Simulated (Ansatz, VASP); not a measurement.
BiIr: VASP beside Ansatz

INCAR

```
PREC = Accurate
ENCUT = 520
EDIFF = 1E-7
ISMEAR = 0
SIGMA = 0.05
LREAL = False
LASPH = True
NELM = 100
ALGO = Normal
ISIF = 2
LWAVE = False
LCHARG = False
GGA = PE
NBANDS = 19
```

Contents of KPOINTS:

```
regular mesh
0
Gamma
  6 6 6
```

Contents of POSCAR:

```
BiIr
1.0
    0.0000000000      3.0651304450      3.0651304450
    3.0651304450      0.0000000000      3.0651304450
    3.0651304450      3.0651304450      0.0000000000
Ir Bi
1 1
Direct
    0.0000000000      0.0000000000      0.0000000000
    0.2500000000      0.2500000000      0.2500000000
```

Input for Ansatz:

```yaml
crystal:
  lattice:
    - [0.0, 3.065130445, 3.065130445]
    - [3.065130445, 0.0, 3.065130445]
    - [3.065130445, 3.065130445, 0.0]
  atoms:
    - { symbol: Ir, position: [0.0, 0.0, 0.0] }
    - { symbol: Bi, position: [0.25, 0.25, 0.25] }
basis:
  ecutwfc: 420
  ecutrho_ratio: 4
kpoints:
  mp_grid: { grid: [6, 6, 6] }
hamiltonian:
  xc: pbe
scf:
  occupations: { method: gaussian, width: 0.05 }
output:
  forces: true
  stress: true
  eigenvalues: true
```

Alike in both runs: task single point; functional PBE; k mesh 6 × 6 × 6; occupations gaussian, width 0.05 eV; no spin polarisation.

|  | VASP | Ansatz |
| --- | --- | --- |
| version | VASP 6.6.1 | Ansatz 0.2.0 |
| potentials or method | VASP PAW PBE potentials, release 64 (Ir, Bi_d) | scalar-relativistic, plane waves, PAW |
| plane-wave cutoff (eV) | 520 | 420 |
| valence electrons in the cell | 24 | 32 |

```csv
,VASP,Ansatz,Ansatz less VASP
gap on the k mesh at the Fermi level (eV),none,none,-
pressure (GPa),0.1,0.1,-0.05
```

A gap of «none» marks a metal or a gap that the smearing closes. With one functional, cell and mesh, what is left measures potentials, basis and numerics. The two sets of potentials don't hold the same shells in valence.

Caveats: spin-orbit coupling is left out, which moves the levels of the heavy elements.
